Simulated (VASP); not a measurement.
# Ca2ZrN2 (P-3m1) in VASP: band structure with PBE

Aim: the band structure of Ca2ZrN2 with PBE.

All numbers are computed with VASP 6.6.1; they aren't measurements. Logs are shortened: lines on timing, memory, paths and dates and some standing lists are left out, and cuts for length are marked.

## 1. The crystal as given

It takes space group P-3m1 (No. 164, trigonal). Conventional cell: a = 3.366 Å, b = 3.366 Å, c = 8.902 Å, α = 90.00°, β = 90.00°, γ = 120.00°. Around Ca (site symmetry 3m) lie 3 N at 2.43 Å. Zr (site symmetry -3m) has 6 N at 2.31 Å as nearest neighbours. N (site symmetry 3m) has 3 Zr at 2.31 Å and 3 Ca at 2.43 Å as nearest neighbours.

The cell was built by a generator and needn't be a form met in nature.

## 2. Band structure, PBE

The input, POSCAR:

```
Ca2ZrN2
1.0
    3.3664720000      0.0000000000      0.0000000000
   -1.6832360000      2.9154500000      0.0000000000
    0.0000000000      0.0000000000      8.9019300000
Ca Zr N
2 1 2
Direct
    0.3333330000      0.6666670000      0.3034230000
    0.6666670000      0.3333330000      0.6965770000
    0.0000000000      0.0000000000      0.0000000000
    0.6666670000      0.3333330000      0.1404930000
    0.3333330000      0.6666670000      0.8595070000
```

The input, INCAR.step1:

```
SYSTEM = Ca2ZrN2
PREC = Accurate
ENCUT = 520
EDIFF = 1E-6
ISMEAR = 0
SIGMA = 0.1
LREAL = .False.
LASPH = .True.
NELM = 100
ALGO = Normal
ISIF = 2
LWAVE = .False.
LCHARG = .True.
LMAXMIX = 4
GGA = PE
NBANDS = 29
```

The input, KPOINTS.step1:

```
Automatic mesh
0
Gamma
  10 10 4
  0 0 0
```

The input, INCAR.step2:

```
SYSTEM = Ca2ZrN2
PREC = Accurate
ENCUT = 520
EDIFF = 1E-6
ISMEAR = 0
SIGMA = 0.05
LREAL = .False.
LASPH = .True.
NELM = 100
ALGO = Normal
ISIF = 2
LWAVE = .False.
LCHARG = .False.
LMAXMIX = 4
GGA = PE
NBANDS = 29
ICHARG = 11
```

The input, KPOINTS.step2:

```
path GMKGALHA,LM,KH
10
line-mode
reciprocal
 0.0000000000  0.0000000000  0.0000000000  G
 0.5000000000  0.0000000000  0.0000000000  M

 0.5000000000  0.0000000000  0.0000000000  M
 0.3333333333  0.3333333333  0.0000000000  K

 0.3333333333  0.3333333333  0.0000000000  K
 0.0000000000  0.0000000000  0.0000000000  G

 0.0000000000  0.0000000000  0.0000000000  G
 0.0000000000  0.0000000000  0.5000000000  A

 0.0000000000  0.0000000000  0.5000000000  A
 0.5000000000  0.0000000000  0.5000000000  L

 0.5000000000  0.0000000000  0.5000000000  L
 0.3333333333  0.3333333333  0.5000000000  H

 0.3333333333  0.3333333333  0.5000000000  H
 0.0000000000  0.0000000000  0.5000000000  A

 0.5000000000  0.0000000000  0.5000000000  L
 0.5000000000  0.0000000000  0.0000000000  M

 0.3333333333  0.3333333333  0.0000000000  K
 0.3333333333  0.3333333333  0.5000000000  H
```

Potentials or basis: VASP PAW PBE potentials, release 64 (Ca_sv, Zr_sv, N).

Started as:

```
$ cat potpaw_PBE.64/Ca_sv/POTCAR potpaw_PBE.64/Zr_sv/POTCAR potpaw_PBE.64/N/POTCAR > POTCAR
$ cp INCAR.step1 INCAR
$ cp KPOINTS.step1 KPOINTS
$ mpirun -np 1 vasp_std > vasp.out
$ cp INCAR.step2 INCAR
$ cp KPOINTS.step2 KPOINTS
$ mpirun -np 1 vasp_std > vasp.out
```

OUTCAR:

```text
SYSTEM = Ca2ZrN2
   PREC = Accurate
   ENCUT = 520
   EDIFF = 1E-6
   ISMEAR = 0
   LREAL = .False.
   LASPH = .True.
   NELM = 100
   ISIF = 2
   GGA = PE
   ICHARG = 11

 ion  position               nearest neighbor table
   1  0.333  0.667  0.303-   4 2.43   4 2.43   4 2.43   3 3.33   3 3.33   3 3.33
   2  0.667  0.333  0.697-   5 2.43   5 2.43   5 2.43   3 3.33   3 3.33   3 3.33
   3  0.000  0.000  0.000-   4 2.31   5 2.31   5 2.31   4 2.31   4 2.31   5 2.31   1 3.33   2 3.33
                             1 3.33   2 3.33   1 3.33   2 3.33
   4  0.667  0.333  0.140-   3 2.31   3 2.31   3 2.31   1 2.43   1 2.43   1 2.43
   5  0.333  0.667  0.860-   3 2.31   3 2.31   3 2.31   2 2.43   2 2.43   2 2.43

  LATTYP: Found a hexagonal cell.
 ALAT       =     3.3664720000
 C/A-ratio  =     2.6442905214

  Lattice vectors:

 A1 = (   3.3664720000,   0.0000000000,   0.0000000000)
 A2 = (  -1.6832360000,   2.9154500000,   0.0000000000)
 A3 = (   0.0000000000,   0.0000000000,   8.9019300000)

Analysis of symmetry for initial positions (statically):
=====================================================================
 Subroutine PRICEL returns:
 Original cell was already a primitive cell.

 Routine SETGRP: Setting up the symmetry group for a
 hexagonal supercell.

 Subroutine GETGRP returns: Found 12 space group operations
 (whereof 12 operations were pure point group operations)
 out of a pool of 24 trial point group operations.

The static configuration has the point symmetry D_3d.

Analysis of symmetry for dynamics (positions and initial velocities):
=====================================================================
 Subroutine PRICEL returns:
 Original cell was already a primitive cell.

 Routine SETGRP: Setting up the symmetry group for a
 hexagonal supercell.

 Subroutine GETGRP returns: Found 12 space group operations
 (whereof 12 operations were pure point group operations)
 out of a pool of 24 trial point group operations.

The dynamic configuration has the point symmetry D_3d.

 Subroutine INISYM returns: Found 12 space group operations
 (whereof 12 operations are pure point group operations),
 and found     1 'primitive' translations

----------------------------------------------------------------------------------------

                                     Primitive cell

  volume of cell :      87.3705

  direct lattice vectors                    reciprocal lattice vectors
     3.366472000  0.000000000  0.000000000     0.297046879  0.171500111  0.000000000
    -1.683236000  2.915450000  0.000000000     0.000000000  0.343000223  0.000000000
     0.000000000  0.000000000  8.901930000     0.000000000  0.000000000  0.112335190

  length of vectors
     3.366472000  3.366471763  8.901930000     0.343000199  0.343000223  0.112335190

  position of ions in fractional coordinates (direct lattice)
     0.333333000  0.666667000  0.303423000
     0.666667000  0.333333000  0.696577000
     0.000000000  0.000000000  0.000000000
     0.666667000  0.333333000  0.140493000
     0.333333000  0.666667000  0.859507000

  ion indices of the primitive-cell ions
   primitive index   ion index
                 1           1
                 2           2
                 3           3
                 4           4
                 5           5

----------------------------------------------------------------------------------------

 KPOINTS: path GMKGALHA,LM,KH

Interpolating k-points between supplied coordinates.

 Line segments in fractional coordinates (reciprocal lattice):
    0.000000  0.000000  0.000000  ...  0.500000  0.000000  0.000000
    0.500000  0.000000  0.000000  ...  0.333333  0.333333  0.000000
    0.333333  0.333333  0.000000  ...  0.000000  0.000000  0.000000
    0.000000  0.000000  0.000000  ...  0.000000  0.000000  0.500000
    0.000000  0.000000  0.500000  ...  0.500000  0.000000  0.500000
    0.500000  0.000000  0.500000  ...  0.333333  0.333333  0.500000
    0.333333  0.333333  0.500000  ...  0.000000  0.000000  0.500000
    0.500000  0.000000  0.500000  ...  0.500000  0.000000  0.000000
    0.333333  0.333333  0.000000  ...  0.333333  0.333333  0.500000

 Generated    10 points on each line segment, for a total of     90 k-points:

 Following reciprocal coordinates:
            Coordinates               Weight
  0.000000  0.000000  0.000000      0.011111
  0.055556  0.000000  0.000000      0.011111
  0.111111  0.000000  0.000000      0.011111
  0.166667  0.000000  0.000000      0.011111
  0.222222  0.000000  0.000000      0.011111
  0.277778  0.000000  0.000000      0.011111
[... 16 lines left out ...]
  0.259259  0.259259  0.000000      0.011111
  0.222222  0.222222  0.000000      0.011111
 [... further k-points ...]
   k-points           NKPTS =     90   k-points in BZ     NKDIM =     90   number of bands    NBANDS=     29
   number of dos      NEDOS =    301   number of ions     NIONS =      5
   total plane-waves  NPLWV =  54880
   dimension x,y,z NGX =    28 NGY =   28 NGZ =   70
   dimension x,y,z NGXF=    56 NGYF=   56 NGZF=  140
   ions per type =               2   1   2
   NGX,Y,Z   is equivalent  to a cutoff of  13.83, 13.83, 13.07 a.u.
   NGXF,Y,Z  is equivalent  to a cutoff of  27.65, 27.65, 26.15 a.u.
 SYSTEM =  Ca2ZrN2
   PREC   = accura    normal or accurate (medium, high low for compatibility)
   ISTART =      0    job   : 0-new  1-cont  2-samecut
   ICHARG =     11    charge: 1-file 2-atom 10-const
   ISPIN  =      1    spin polarized calculation?
   LNONCOLLINEAR =      F non collinear calculations
   LSORBIT =      F    spin-orbit coupling
   LASPH  =      T    aspherical Exc in radial PAW
   ENCUT  =  520.0 eV  38.22 Ry    6.18 a.u.   6.26  6.26 16.55*2*pi/ulx,y,z
   NELM   =    100;   NELMIN=  2; NELMDL=  0     # of ELM steps
   EDIFF  = 0.1E-05   stopping-criterion for ELM
   LREAL  =      F    real-space projection
   EDIFFG = 0.1E-04   stopping-criterion for IOM
   NSW    =      0    number of steps for IOM
   IBRION =     -1    ionic relax: 0-MD 1-quasi-New 2-CG
   NFREE  =      0    steps in history (QN), initial steepest desc. (CG)
   ISIF   =      2    stress and relaxation
   ISYM   =      2    0-nonsym 1-usesym 2-fastsym
   POTIM  = 0.5000    time-step for ionic-motion
   TEBEG  =    0.0;   TEEND  =   0.0 temperature during run
   PSTRESS=    0.0 pullay stress
   NELECT =      42.0000    total number of electrons
   NUPDOWN=      -1.0000    fix difference up-down
   EMIN   =  10.00;   EMAX   =-10.00  energy-range for DOS
   EFERMI =   0.00;   METHOD = LEGACY
   ISMEAR =     0;   SIGMA  =   0.05  broadening in eV -4-tet -1-fermi 0-gaus
   EFERMI_NEDOS =   21; number of points for ismear=-14 and -15
   IALGO  =     38    algorithm
   IMIX   =      4    mixing-type and parameters
     AMIX     =   0.40;   BMIX     =  1.00
     AMIX_MAG =   1.60;   BMIX_MAG =  1.00
  volume/ion in A,a.u.               =      17.47       117.92
  Fermi-wavevector in a.u.,A,eV,Ry     =   1.282438  2.423456 22.376779  1.644647
  Thomas-Fermi vector in A             =   2.414749
   LORBIT       =      0    0 simple, 1 ext, 2 COOP (PROOUT), +10 PAW based schemes
   GGA     = PE    functional components
   LHFCALC =     F    Hartree Fock is set to
   AEXX    =    0.0000 exact exchange contribution
   IVDW    =     0    specifies the selected vdW correction
   LEPSILON=     F    determine dielectric tensor
   LRPA    =     F    only Hartree local field effects (RPA)
 non-spin polarized calculation
 Gauss-broadening in eV      SIGMA  =   0.05
  energy-cutoff  :      520.00
  volume of cell :       87.37
 maximum number of plane-waves:      2385
 NGX is ok and might be reduce to    28

 number of electron      41.9999999 magnetization

 Free energy of the ion-electron system (eV)
  ---------------------------------------------------
  ext. energy  EPLUGINS =         0.00000000
  ---------------------------------------------------
  free energy    TOTEN  =       -34.70187731 eV

  energy without entropy =      -34.69601297  energy(sigma->0) =      -34.69894514

 E-fermi :   6.2577     XC(G=0): -10.1978

 val. band max:        6.2553369817   @ k =   0.2222   0.0000   0.5000
 cond. band min:       6.2640873847   @ k =   0.4630   0.0741   0.5000
 fundamental gap:      0.0087504030
 Fermi energy:         6.2576976305

 k-point     1 :       0.0000    0.0000    0.0000
  band No.  band energies     occupation
      1     -43.4339      2.00000
      2     -34.8274      2.00000
      3     -34.8224      2.00000
      4     -21.6151      2.00000
      5     -21.2200      2.00000
      6     -21.2200      2.00000
[... 21 lines left out ...]
     28       9.5125      0.00000
     29       9.7882      0.00000

 k-point     2 :       0.0556    0.0000    0.0000
  band No.  band energies     occupation
      1     -43.4322      2.00000
      2     -34.8253      2.00000
      3     -34.8204      2.00000
      4     -21.6108      2.00000
      5     -21.2393      2.00000
      6     -21.2239      2.00000
[... 21 lines left out ...]
     28       9.5335      0.00000
     29       9.8283      0.00000

 k-point     3 :       0.1111    0.0000    0.0000
  band No.  band energies     occupation
      1     -43.4272      2.00000
      2     -34.8193      2.00000
      3     -34.8145      2.00000
      4     -21.5984      2.00000
      5     -21.2944      2.00000
      6     -21.2350      2.00000
[... 21 lines left out ...]
     28       9.6266      0.00000
     29       9.9551      0.00000

 k-point     4 :       0.1667    0.0000    0.0000
  band No.  band energies     occupation
      1     -43.4195      2.00000
      2     -34.8100      2.00000
      3     -34.8055      2.00000
      4     -21.5795      2.00000
      5     -21.3774      2.00000
      6     -21.2520      2.00000
[... 21 lines left out ...]
     28       9.7894      0.00000
     29      10.1230      0.00000

 k-point     5 :       0.2222    0.0000    0.0000
  band No.  band energies     occupation
      1     -43.4101      2.00000
      2     -34.7986      2.00000
      3     -34.7945      2.00000
      4     -21.5571      2.00000
      5     -21.4762      2.00000
      6     -21.2728      2.00000
[... 21 lines left out ...]
     28       9.9289      0.00000
     29      10.3358      0.00000
[... 510 lines left out ...]
     28      10.7342      0.00000
     29      10.7558      0.00000

 k-point    22 :       0.2963    0.2963    0.0000
  band No.  band energies     occupation
      1     -43.3701      2.00000
      2     -34.7492      2.00000
      3     -34.7484      2.00000
      4     -21.6903      2.00000
      5     -21.5618      2.00000
      6     -21.4533      2.00000
[... 21 lines left out ...]
     28      10.3960      0.00000
     29      10.8316      0.00000

 k-point    23 :       0.2593    0.2593    0.0000
  band No.  band energies     occupation
      1     -43.3745      2.00000
      2     -34.7548      2.00000
      3     -34.7532      2.00000
      4     -21.7089      2.00000
      5     -21.4932      2.00000
      6     -21.4597      2.00000
[... 21 lines left out ...]
     28      10.0551      0.00000
     29      10.7827      0.00000

 k-point    24 :       0.2222    0.2222    0.0000
  band No.  band energies     occupation
      1     -43.3820      2.00000
      2     -34.7642      2.00000
      3     -34.7618      2.00000
      4     -21.6845      2.00000
      5     -21.4875      2.00000
      6     -21.4155      2.00000
[... 21 lines left out ...]
     28       9.7995      0.00000
     29      10.7409      0.00000

 [... further k-points ...]

------------------------ aborting loop because EDIFF is reached ----------------------------------------

  FORCE on cell =-STRESS in cart. coord.  units (eV):
  Direction    XX          YY          ZZ          XY          YZ          ZX
  --------------------------------------------------------------------------------------
  -------------------------------------------------------------------------------------
  Total        1.3388714      1.3388712      2.0105386      0.0000000     -0.0000000      0.0000000
  in kB       24.5518755     24.5518709     36.8687328      0.0000000     -0.0000000      0.0000000
  external PRESSURE =      28.6574931 kB  Pullay stress =       0.0000000 kB

 VOLUME and BASIS-vectors are now :
 -----------------------------------------------------------------------------
  energy-cutoff  :      520.00
  volume of cell :       87.37
      direct lattice vectors                 reciprocal lattice vectors
     3.366472000  0.000000000  0.000000000     0.297046879  0.171500111  0.000000000
    -1.683236000  2.915450000  0.000000000     0.000000000  0.343000223  0.000000000
     0.000000000  0.000000000  8.901930000     0.000000000  0.000000000  0.112335190

 POSITION                                       TOTAL-FORCE (eV/Angst)
 -----------------------------------------------------------------------------------
     -0.00000      1.94363      2.70105        -0.000000      0.000000     -0.589106
      1.68324      0.97182      6.20088         0.000000      0.000000      0.589106
      0.00000      0.00000      0.00000        -0.000000      0.000000      0.000000
      1.68324      0.97182      1.25066        -0.000000     -0.000000      0.200351
     -0.00000      1.94363      7.65127         0.000000      0.000000     -0.200351
 -----------------------------------------------------------------------------------
    total drift:                               -0.000000     -0.000000      0.000000

  FREE ENERGIE OF THE ION-ELECTRON SYSTEM (eV)
  ---------------------------------------------------
  free  energy   TOTEN  =       -34.7018773115 eV

  energy  without entropy=      -34.6960129738  energy(sigma->0) =      -34.69894514
```

It took 2.2 min on 1 thread of Intel Xeon 6975P-C (Granite Rapids), shared host; peak memory 0.36 GiB.

What came out:

```
Band gap along the path : none (metal or under the smearing width)
```

Levels at the corners of the path, in eV from the Fermi level:
```
point  band 17  band 18  band 19  band 20  band 21  band 22  band 23  band 24  band 25  band 26
    Γ    -3.96    -3.09    -2.20    -1.88    -1.88     1.32     1.32     1.67     1.70     2.80
    M    -3.73    -3.71    -2.80    -2.34    -0.73     0.34     1.09     1.99     3.11     3.51
    M    -3.73    -3.71    -2.80    -2.34    -0.73     0.34     1.09     1.99     3.11     3.51
    K    -4.25    -3.28    -3.28    -2.97     0.57     1.34     1.34     1.89     2.32     2.83
    K    -4.25    -3.28    -3.28    -2.97     0.57     1.34     1.34     1.89     2.32     2.83
    Γ    -3.96    -3.09    -2.20    -1.88    -1.88     1.32     1.32     1.67     1.70     2.80
    Γ    -3.96    -3.09    -2.20    -1.88    -1.88     1.32     1.32     1.67     1.70     2.80
    A    -3.96    -3.69    -1.88    -1.88    -1.28     0.73     1.33     1.33     2.07     2.51
    A    -3.96    -3.69    -1.88    -1.88    -1.28     0.73     1.33     1.33     2.07     2.51
    L    -3.70    -3.70    -2.77    -2.33    -0.76     0.35     1.28     1.58     3.06     3.55
    L    -3.70    -3.70    -2.77    -2.33    -0.76     0.35     1.28     1.58     3.06     3.55
    H    -4.25    -3.28    -3.28    -2.98     0.71     1.34     1.36     1.36     2.67     2.67
    H    -4.25    -3.28    -3.28    -2.98     0.71     1.34     1.36     1.36     2.67     2.67
    A    -3.96    -3.69    -1.88    -1.88    -1.28     0.73     1.33     1.33     2.07     2.51
    L    -3.70    -3.70    -2.77    -2.33    -0.76     0.35     1.28     1.58     3.06     3.55
    M    -3.73    -3.71    -2.80    -2.34    -0.73     0.34     1.09     1.99     3.11     3.51
    K    -4.25    -3.28    -3.28    -2.97     0.57     1.34     1.34     1.89     2.32     2.83
    H    -4.25    -3.28    -3.28    -2.98     0.71     1.34     1.36     1.36     2.67     2.67
```

Caveat: the log is that of the step along the path at fixed density, whose energy, stress, charges and moments have no meaning.
